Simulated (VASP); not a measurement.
# TaAgO3 (P4/mmm) in VASP: a series of runs, part 2 of 2

VASP 6.6.1.

## (3) Single point, LDA (strain +0.050 along x and y, +0.000 along z, atoms carried along)

The input, INCAR:

```
SYSTEM = TaAgO3
  PREC = Accurate
  ENCUT = 520
  EDIFF = 1E-6
  ISMEAR = 0
  SIGMA = 0.05
  LREAL = .FALSE.
  LASPH = .TRUE.
  NELM = 100
  ALGO = Fast
  ISIF = 2
  LWAVE = .FALSE.
  LCHARG = .FALSE.
  NBANDS = 28
```

The input, KPOINTS:

```
regular mesh
0
G
  8 8 8
  0 0 0
```

The input, POSCAR:

```
TaAgO3
1.0
    4.1993385000      0.0000000000      0.0000000000
    0.0000000000      4.1993385000      0.0000000000
    0.0000000000      0.0000000000      3.9993700000
Ta Ag O
1 1 3
Direct
    0.0000000000      0.0000000000      0.0000000000
    0.5000000000      0.5000000000      0.5000000000
    0.0000000000      0.0000000000      0.5000000000
    0.0000000000      0.5000000000      0.0000000000
    0.5000000000      0.0000000000      0.0000000000
```

Potentials or basis: VASP PAW LDA potentials, release 64 (Ta_pv, Ag, O).

Command:

```sh
$ cat potpaw_LDA.64/Ta_pv/POTCAR potpaw_LDA.64/Ag/POTCAR potpaw_LDA.64/O/POTCAR > POTCAR
$ mpirun -np 1 vasp_std > vasp.out
```

OUTCAR:

```text
SYSTEM = TaAgO3
   PREC = Accurate
   ENCUT = 520
   EDIFF = 1E-6
   ISMEAR = 0
   LREAL = .FALSE.
   LASPH = .TRUE.
   NELM = 100
   ISIF = 2

 ion  position               nearest neighbor table
   1  0.000  0.000  0.000-   3 2.00   3 2.00   5 2.10   4 2.10   4 2.10   5 2.10   2 3.58   2 3.58
                             2 3.58   2 3.58   2 3.58   2 3.58   2 3.58   2 3.58
   2  0.500  0.500  0.500-   1 3.58   1 3.58   1 3.58   1 3.58   1 3.58   1 3.58   1 3.58   1 3.58

   3  0.000  0.000  0.500-   1 2.00   1 2.00
   4  0.000  0.500  0.000-   1 2.10   1 2.10
   5  0.500  0.000  0.000-   1 2.10   1 2.10

  LATTYP: Found a simple tetragonal cell.
 ALAT       =     4.1993385000
 C/A-ratio  =     0.9523809524

  Lattice vectors:

 A1 = (   4.1993385000,   0.0000000000,   0.0000000000)
 A2 = (   0.0000000000,   4.1993385000,   0.0000000000)
 A3 = (   0.0000000000,   0.0000000000,   3.9993700000)

Analysis of symmetry for initial positions (statically):
=====================================================================
 Subroutine PRICEL returns:
 Original cell was already a primitive cell.

 Routine SETGRP: Setting up the symmetry group for a
 simple tetragonal supercell.

 Subroutine GETGRP returns: Found 16 space group operations
 (whereof 16 operations were pure point group operations)
 out of a pool of 16 trial point group operations.

The static configuration has the point symmetry D_4h.

Analysis of symmetry for dynamics (positions and initial velocities):
=====================================================================
 Subroutine PRICEL returns:
 Original cell was already a primitive cell.

 Routine SETGRP: Setting up the symmetry group for a
 simple tetragonal supercell.

 Subroutine GETGRP returns: Found 16 space group operations
 (whereof 16 operations were pure point group operations)
 out of a pool of 16 trial point group operations.

The dynamic configuration has the point symmetry D_4h.

 Subroutine INISYM returns: Found 16 space group operations
 (whereof 16 operations are pure point group operations),
 and found     1 'primitive' translations

----------------------------------------------------------------------------------------

                                     Primitive cell

  volume of cell :      70.5267

  direct lattice vectors                    reciprocal lattice vectors
     4.199338500  0.000000000  0.000000000     0.238132744  0.000000000  0.000000000
     0.000000000  4.199338500  0.000000000     0.000000000  0.238132744  0.000000000
     0.000000000  0.000000000  3.999370000     0.000000000  0.000000000  0.250039381

  length of vectors
     4.199338500  4.199338500  3.999370000     0.238132744  0.238132744  0.250039381

  position of ions in fractional coordinates (direct lattice)
     0.000000000  0.000000000  0.000000000
     0.500000000  0.500000000  0.500000000
     0.000000000  0.000000000  0.500000000
     0.000000000  0.500000000  0.000000000
     0.500000000  0.000000000  0.000000000

  ion indices of the primitive-cell ions
[... 21 lines left out ...]

  Length of vectors
     0.029766593  0.029766593  0.031254923

  Shift w.r.t. Gamma in fractional coordinates (k-lattice)
     0.000000000  0.000000000  0.000000000

 Subroutine IBZKPT returns following result:
 ===========================================

 Found     75 irreducible k-points:

 Following reciprocal coordinates:
            Coordinates               Weight
  0.000000  0.000000  0.000000      1.000000
  0.125000  0.000000  0.000000      4.000000
  0.250000  0.000000  0.000000      4.000000
  0.375000  0.000000  0.000000      4.000000
  0.500000  0.000000  0.000000      2.000000
  0.125000  0.125000  0.000000      4.000000
[... 16 lines left out ...]
  0.375000  0.125000  0.125000     16.000000
  0.500000  0.125000  0.125000      8.000000
 [... further k-points ...]
   k-points           NKPTS =     75   k-points in BZ     NKDIM =     75   number of bands    NBANDS=     28
   number of dos      NEDOS =    301   number of ions     NIONS =      5
   total plane-waves  NPLWV =  30720
   dimension x,y,z NGX =    32 NGY =   32 NGZ =   30
   dimension x,y,z NGXF=    64 NGYF=   64 NGZF=   60
   ions per type =               1   1   3
   NGX,Y,Z   is equivalent  to a cutoff of  12.67, 12.67, 12.47 a.u.
   NGXF,Y,Z  is equivalent  to a cutoff of  25.34, 25.34, 24.94 a.u.
 SYSTEM =  TaAgO3
   PREC   = accura    normal or accurate (medium, high low for compatibility)
   ISTART =      0    job   : 0-new  1-cont  2-samecut
   ICHARG =      2    charge: 1-file 2-atom 10-const
   ISPIN  =      1    spin polarized calculation?
   LNONCOLLINEAR =      F non collinear calculations
   LSORBIT =      F    spin-orbit coupling
   LASPH  =      T    aspherical Exc in radial PAW
   ENCUT  =  520.0 eV  38.22 Ry    6.18 a.u.   7.81  7.81  7.44*2*pi/ulx,y,z
   NELM   =    100;   NELMIN=  2; NELMDL= -5     # of ELM steps
   EDIFF  = 0.1E-05   stopping-criterion for ELM
   LREAL  =      F    real-space projection
   EDIFFG = 0.1E-04   stopping-criterion for IOM
   NSW    =      0    number of steps for IOM
   IBRION =     -1    ionic relax: 0-MD 1-quasi-New 2-CG
   NFREE  =      0    steps in history (QN), initial steepest desc. (CG)
   ISIF   =      2    stress and relaxation
   ISYM   =      2    0-nonsym 1-usesym 2-fastsym
   POTIM  = 0.5000    time-step for ionic-motion
   TEBEG  =    0.0;   TEEND  =   0.0 temperature during run
   PSTRESS=    0.0 pullay stress
   NELECT =      40.0000    total number of electrons
   NUPDOWN=      -1.0000    fix difference up-down
   EMIN   =  10.00;   EMAX   =-10.00  energy-range for DOS
   EFERMI =   0.00;   METHOD = LEGACY
   ISMEAR =     0;   SIGMA  =   0.05  broadening in eV -4-tet -1-fermi 0-gaus
   EFERMI_NEDOS =   21; number of points for ismear=-14 and -15
   IALGO  =     68    algorithm
   IMIX   =      4    mixing-type and parameters
     AMIX     =   0.40;   BMIX     =  1.00
     AMIX_MAG =   1.60;   BMIX_MAG =  1.00
  volume/ion in A,a.u.               =      14.11        95.19
  Fermi-wavevector in a.u.,A,eV,Ry     =   1.355118  2.560801 24.984980  1.836344
  Thomas-Fermi vector in A             =   2.482232
   LORBIT       =      0    0 simple, 1 ext, 2 COOP (PROOUT), +10 PAW based schemes
   GGA     = CA    functional components
   LHFCALC =     F    Hartree Fock is set to
   AEXX    =    0.0000 exact exchange contribution
   IVDW    =     0    specifies the selected vdW correction
   LEPSILON=     F    determine dielectric tensor
   LRPA    =     F    only Hartree local field effects (RPA)
 non-spin polarized calculation
 RMM-DIIS sequential band-by-band and
 Gauss-broadening in eV      SIGMA  =   0.05
  energy-cutoff  :      520.00
  volume of cell :       70.53
 maximum number of plane-waves:      1944
 NGX is ok and might be reduce to    32
   NGX = 15   NGY = 15   NGZ = 15

 number of electron      39.9999992 magnetization

 Free energy of the ion-electron system (eV)
  ---------------------------------------------------
  ext. energy  EPLUGINS =         0.00000000
  ---------------------------------------------------
  free energy    TOTEN  =       -42.59562637 eV

  energy without entropy =      -42.59562637  energy(sigma->0) =      -42.59562637

 E-fermi :   2.5767     XC(G=0): -11.2940

 val. band max:        2.2706555484   @ k =   0.5000   0.5000   0.0000
 cond. band min:       3.5446811265   @ k =   0.0000   0.0000   0.0000
 fundamental gap:      1.2740255781
 Fermi energy:         2.5767205494

 k-point     1 :       0.0000    0.0000    0.0000
  band No.  band energies     occupation
      1     -32.4634      2.00000
      2     -32.4268      2.00000
      3     -32.4268      2.00000
      4     -15.1134      2.00000
      5     -14.3028      2.00000
      6     -14.0374      2.00000
[... 733 lines left out ...]
     27      10.8456      0.00000
     28      11.8627      0.00000

 [... further k-points ...]
[... 5 lines left out ...]
  --------------------------------------------------------------------------------------
  -------------------------------------------------------------------------------------
  Total      -12.5179672    -12.5179672     -8.0788552      0.0000000     -0.0000000     -0.0000000
  in kB     -284.3747541   -284.3747541   -183.5299966      0.0000000     -0.0000000     -0.0000000
  external PRESSURE =    -250.7598349 kB  Pullay stress =       0.0000000 kB

 VOLUME and BASIS-vectors are now :
 -----------------------------------------------------------------------------
  energy-cutoff  :      520.00
  volume of cell :       70.53
      direct lattice vectors                 reciprocal lattice vectors
     4.199338500  0.000000000  0.000000000     0.238132744  0.000000000  0.000000000
     0.000000000  4.199338500  0.000000000     0.000000000  0.238132744  0.000000000
     0.000000000  0.000000000  3.999370000     0.000000000  0.000000000  0.250039381

 POSITION                                       TOTAL-FORCE (eV/Angst)
 -----------------------------------------------------------------------------------
      0.00000      0.00000      0.00000         0.000000      0.000000      0.000000
      2.09967      2.09967      1.99968         0.000000      0.000000      0.000000
      0.00000      0.00000      1.99968         0.000000      0.000000      0.000000
      0.00000      2.09967      0.00000         0.000000      0.000000      0.000000
      2.09967      0.00000      0.00000         0.000000      0.000000      0.000000
 -----------------------------------------------------------------------------------
    total drift:                                0.000000      0.000000     -0.000000

  FREE ENERGIE OF THE ION-ELECTRON SYSTEM (eV)
  ---------------------------------------------------
  free  energy   TOTEN  =       -42.5956263662 eV

  energy  without entropy=      -42.5956263662  energy(sigma->0) =      -42.59562637
```

stdout:

```text
POSCAR found type information on POSCAR TaAgO
 POSCAR found :  3 types and       5 ions
 scaLAPACK will be used
 LDA part: xc-table for (Slater(with rela. corr.)+CA(PZ))
 , standard interpolation
 POSCAR, INCAR and KPOINTS ok, starting setup
 FFT: planning ... GRIDC
 FFT: planning ... GRID_SOFT
 FFT: planning ... GRID
 WAVECAR not read
 entering main loop
```

It took 56 s on 1 thread of Intel Xeon Platinum 8559C (Emerald Rapids), shared host; peak memory 0.26 GiB.

Results:

| Item | Value |
| --- | --- |
| Free energy | -42.5956 eV |
| Pressure | -25.1 GPa |
| Band gap on the k mesh | 1.27 eV, indirect (least direct gap 1.81 eV) |

Stress tensor (GPa, compression positive):
```
-28.44   0.00   0.00
  0.00 -28.44   0.00
  0.00   0.00 -18.35
```

Levels at points of the mesh, in eV from the valence-band top:
```tsv
k point	band 16	band 17	band 18	band 19	band 20	band 21	band 22	band 23	band 24	band 25
(0.00, 0.00, 0.00)	-1.31	-1.08	-1.08	-1.06	-1.06	1.27	1.77	1.77	1.77	4.95
(0.50, 0.00, 0.00)	-1.51	-1.46	-0.54	-0.43	-0.20	1.67	3.76	3.79	4.13	5.03
(0.50, 0.50, 0.00)	-1.44	-1.39	-0.64	-0.64	0.00	3.82	3.82	4.53	4.98	6.89
(0.00, 0.00, 0.50)	-1.54	-1.37	-0.23	-0.17	-0.17	1.65	4.36	4.36	4.47	4.99
(0.50, 0.00, 0.50)	-1.44	-1.31	-0.91	-0.58	-0.11	3.82	4.40	4.50	5.39	5.77
(0.50, 0.50, 0.50)	-1.38	-1.33	-0.33	-0.33	-0.29	3.01	4.88	5.33	5.33	9.28
```

Caveat: so large a pressure means that the cell lies far from this level's equilibrium, or that cutoff or potentials fall short; spin-orbit coupling is left out, which moves the levels of the heavy elements. A k mesh can miss the band edges.

## (4) Single point, LDA (strain +0.000 along x and y, +0.050 along z, atoms carried along)

The input, INCAR:

```
PREC = Accurate
ENCUT = 520
EDIFF = 1E-6
ISMEAR = 0
SIGMA = 0.05
LREAL = False
LASPH = True
NELM = 100
ALGO = Fast
ISIF = 2
LWAVE = False
LCHARG = False
NBANDS = 28
```

The input, KPOINTS:

```
regular mesh
0
Gamma
  8 8 8
```

POSCAR, as its differences from that of step 3:

```diff
@@ -2,5 +2,5 @@
 1.0
-    4.1993385000      0.0000000000      0.0000000000
-    0.0000000000      4.1993385000      0.0000000000
-    0.0000000000      0.0000000000      3.9993700000
+    3.9993700000      0.0000000000      0.0000000000
+    0.0000000000      3.9993700000      0.0000000000
+    0.0000000000      0.0000000000      4.1993385000
 Ta Ag O
```

Command:

```sh
$ cat potpaw_LDA.64/Ta_pv/POTCAR potpaw_LDA.64/Ag/POTCAR potpaw_LDA.64/O/POTCAR > POTCAR
$ mpirun -np 1 vasp_std > vasp.out
```

It took 64 s on 1 thread of Intel Xeon Platinum 8559C (Emerald Rapids), shared host; peak memory 0.25 GiB.

The run converged. Its results:

```yaml
Free_energy: -43.0675 eV
Pressure: -18.9 GPa
Band_gap_on_the_k_mesh: 1.37 eV, indirect (least direct gap 1.77 eV)
```

Stress tensor (GPa, compression positive):
```
-15.49   0.00   0.00
  0.00 -15.49   0.00
  0.00   0.00 -25.73
```

Levels at points of the mesh, in eV from the valence-band top:
```csv
k point,band 17,band 18,band 19,band 20,band 21,band 22,band 23,band 24
"(0.00, 0.00, 0.00)",-1.24,-1.11,-1.07,-1.07,1.37,1.91,1.91,1.91
"(0.50, 0.00, 0.00)",-1.38,-0.34,-0.24,0.00,1.77,4.45,4.47,4.61
"(0.50, 0.50, 0.00)",-1.28,-0.72,-0.72,-0.09,4.51,4.51,4.68,5.91
"(0.00, 0.00, 0.50)",-1.45,-0.44,-0.38,-0.38,1.79,3.86,3.86,4.24
"(0.50, 0.00, 0.50)",-1.31,-0.78,-0.42,-0.02,3.92,4.51,4.80,5.51
"(0.50, 0.50, 0.50)",-1.29,-0.34,-0.34,-0.31,3.10,5.44,5.44,5.85
```

Caveat: so large a pressure means that the cell lies far from this level's equilibrium, or that cutoff or potentials fall short; spin-orbit coupling is left out, which moves the levels of the heavy elements.

## (5) Overview

```tsv
cell	further INCAR settings	gap on the mesh (eV)	pressure (GPa)
strain +0.000 along x and y, -0.050 along z, atoms carried along	ALGO = Fast; EDIFF = 1e-07; NBANDS = 28	1.48	0.0
strain +0.050 along x and y, +0.000 along z, atoms carried along	ALGO = Fast; EDIFF = 1e-06; NBANDS = 28	1.27	-25.1
strain +0.000 along x and y, +0.050 along z, atoms carried along	ALGO = Fast; EDIFF = 1e-06; NBANDS = 28	1.37	-18.9
```

Alike in all rows: task single point; level LDA; potentials or basis VASP PAW LDA potentials, release 64 (Ta_pv, Ag, O); no spin polarisation; k mesh 8 × 8 × 8; cutoff (eV) 520; smearing gaussian 0.05 eV.

Caveats: spin-orbit coupling is left out, which moves the levels of the heavy elements; so large a pressure means that the cell lies far from this level's equilibrium, or that cutoff or potentials fall short (some runs).

Total energies depend on the potentials used, so only differences within one code and one set of settings carry meaning.
